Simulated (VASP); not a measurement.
Method: vdW-DF2, VASP's PBE PAW potentials (set 64) (plane waves; VASP).

VASP ran on this input.

**KPOINTS**
```
Automatic mesh
0
Gamma
14 14 8
0 0 0
```

POSCAR:
```
Hf
1
    1.6243294052    -2.8134210179     0.0000000000
    1.6243294052     2.8134210179     0.0000000000
    0.0000000000     0.0000000000     5.1378435778
Hf
2
Direct
  0.3333330000   0.6666670000   0.2500000000
  0.6666670000   0.3333330000   0.7500000000
```

**INCAR**
```
# general
SYSTEM    =  Hf
PREC      =  Accurate
ENCUT     =  520
LREAL     =  F
LASPH     =  T

# electronic loop
EDIFF     =  1E-7
NELM      =  100
ALGO      =  Normal
LMAXMIX   =  6

# smearing
ISMEAR    =  -5

# functional
GGA       =  ML
LUSE_VDW  =  T
AGGAC     =  0.0
ZAB_VDW   =  -1.8867

# ions
ISIF      =  2

# output
LWAVE     =  F
LCHARG    =  T
LORBIT    =  11
NEDOS     =  601
```

POTCAR, in this order: Hf_pv (PBE.64 set). Program: vasp_std.

Output of the run:

File OSZICAR:
```
       N       E                     dE             d eps       ncg     rms          rms(c)
DAV:   1     0.545341118040E+02    0.54534E+02   -0.11740E+04  3384   0.135E+03
DAV:   2    -0.115500783637E+02   -0.66084E+02   -0.65062E+02  4152   0.268E+02
DAV:   3    -0.137496235440E+02   -0.21995E+01   -0.21625E+01  4606   0.313E+01
DAV:   4    -0.137717875180E+02   -0.22164E-01   -0.22126E-01  3864   0.393E+00
DAV:   5    -0.137722029078E+02   -0.41539E-03   -0.41590E-03  4786   0.417E-01    0.606E+01
DAV:   6    -0.133208984810E+02    0.45130E+00   -0.51611E-01  3564   0.602E+00    0.356E+01
DAV:   7    -0.131808635020E+02    0.14003E+00   -0.85051E-01  3552   0.743E+00    0.204E+00
DAV:   8    -0.131731716708E+02    0.76918E-02   -0.60718E-02  3708   0.187E+00    0.510E-01
DAV:   9    -0.131732448816E+02   -0.73211E-04   -0.11152E-03  4680   0.303E-01    0.178E-01
DAV:  10    -0.131732182398E+02    0.26642E-04   -0.13495E-04  3822   0.979E-02    0.322E-01
DAV:  11    -0.131732235708E+02   -0.53310E-05   -0.17680E-05  4254   0.396E-02    0.722E-03
DAV:  12    -0.131732237825E+02   -0.21170E-06   -0.36898E-07  4808   0.437E-03    0.177E-03
DAV:  13    -0.131732235169E+02    0.26554E-06   -0.49173E-08  2784   0.233E-03    0.292E-03
DAV:  14    -0.131732234891E+02    0.27868E-07   -0.30778E-09  2424   0.477E-04
   1 F= -.13173223E+02 E0= -.13173223E+02  d E =0.000000E+00
```

**OUTCAR**
```
------------------------ aborting loop because EDIFF is reached ----------------------------------------
  FORCE on cell =-STRESS in cart. coord.  units (eV):
  Direction    XX          YY          ZZ          XY          YZ          ZX
  --------------------------------------------------------------------------------------
  Total       -0.0171925     -0.0171925      0.0032188      0.0000000      0.0000000      0.0000000
  in kB       -0.5865832     -0.5865831      0.1098211      0.0000000      0.0000000      0.0000000
  external PRESSURE =      -0.3544484 kB  Pullay stress =       0.0000000 kB
  volume of cell :       46.96
      direct lattice vectors                 reciprocal lattice vectors
     1.624329405 -2.813421018  0.000000000     0.307819337 -0.177719579  0.000000000
     1.624329405  2.813421018  0.000000000     0.307819337  0.177719579  0.000000000
     0.000000000  0.000000000  5.137843578     0.000000000  0.000000000  0.194634186
 POSITION                                       TOTAL-FORCE (eV/Angst)
 -----------------------------------------------------------------------------------
      1.62433      0.93781      1.28446        -0.000000     -0.000000      0.000000
      1.62433     -0.93781      3.85338         0.000000      0.000000      0.000000
 -----------------------------------------------------------------------------------
    total drift:                                0.000006      0.000190     -0.000016
  FREE ENERGIE OF THE ION-ELECTRON SYSTEM (eV)
  ---------------------------------------------------
  free  energy   TOTEN  =       -13.1732234891 eV

  energy  without entropy=      -13.1732234891  energy(sigma->0) =      -13.17322349

 total charge

# of ion       s       p       d       tot
------------------------------------------
    1        0.378   6.376   1.530   8.283
    2        0.378   6.376   1.530   8.283
--------------------------------------------------
tot          0.755  12.751   3.060  16.566
```
(Selected blocks of OUTCAR.)

For a metal the tetrahedron method with Blöchl corrections gives inexact stress and forces.

The compound is Hf in the hcp structure. It was relaxed first, which changed the volume by +6 %.
